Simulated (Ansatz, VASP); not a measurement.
Rb3Ba: VASP beside Ansatz

```xyz
4
Lattice="0.0000 5.5144 5.5144 5.5144 0.0000 5.5144 5.5144 5.5144 0.0000" Properties=species:S:1:pos:R:3 pbc="T T T"
Rb    2.7572    2.7572    2.7572
Rb    8.2716    8.2716    8.2716
Rb    5.5144    5.5144    5.5144
Ba    0.0000    0.0000    0.0000
```

Alike in both runs: task single point; functional PBE; k mesh 1 × 1 × 1; occupations gaussian, width 0.1 eV; no spin polarisation.

```csv
,VASP,Ansatz
version,VASP 6.6.1,Ansatz 0.2.0
potentials or method,"VASP PAW PBE potentials, release 64 (Rb_sv, Ba_sv)","scalar-relativistic, plane waves, PAW"
plane-wave cutoff (eV),520,420
valence electrons in the cell,37,37
```

```tsv
	VASP	Ansatz	Ansatz less VASP
pressure (GPa)	-1.7	-1.7	0.00
```

With one functional, cell and mesh, what is left measures potentials, basis and numerics.

Caveats: the k mesh is coarse (spacing up to 0.99 Å⁻¹), so the values aren't converged. Spin-orbit coupling is left out, which matters for the levels of Ba.
